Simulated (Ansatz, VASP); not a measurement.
# One calculation of PC2, two programs

```
CELL_PARAMETERS angstrom
2.85160 0.00000 0.00000
-1.42580 2.46956 0.00000
0.00000 0.00000 7.03280
ATOMIC_POSITIONS crystal
P 0.00000 0.00000 0.50000
P 0.00000 0.00000 0.00000
C 0.66667 0.33333 0.35087
C 0.33333 0.66667 0.64913
C 0.33333 0.66667 0.85087
C 0.66667 0.33333 0.14913
```

Alike in both runs: functional PBE; k mesh 9 × 9 × 4; occupations gaussian, width 0.1 eV; no spin polarisation.

Ansatz relaxed the structure, and its values are those at the end. VASP's run is a single point on that final structure, the one shown.

|  | VASP | Ansatz |
| --- | --- | --- |
| version | VASP 6.6.1 | Ansatz 0.2.0 |
| potentials or method | VASP PAW PBE potentials, release 64 (P, C) | scalar-relativistic, plane waves, PAW |
| plane-wave cutoff (eV) | 520 | 420 |
| valence electrons in the cell | 26 | 26 |

VASP gave:

| Property | Result |
| --- | --- |
| gap on the k mesh at the Fermi level (eV) | none |
| pressure (GPa) | -0.3 |
| rms of the force components (eV/Å) | 0.032 |

Problem. Which values does Ansatz return?

Solution. gap on the k mesh at the Fermi level (eV): none; pressure (GPa): 0.0; rms of the force components (eV/Å): 0.000.

A gap of «none» marks a metal or a gap that the smearing closes. The functional is the same, so the differences come from potentials, cutoffs and numerics.
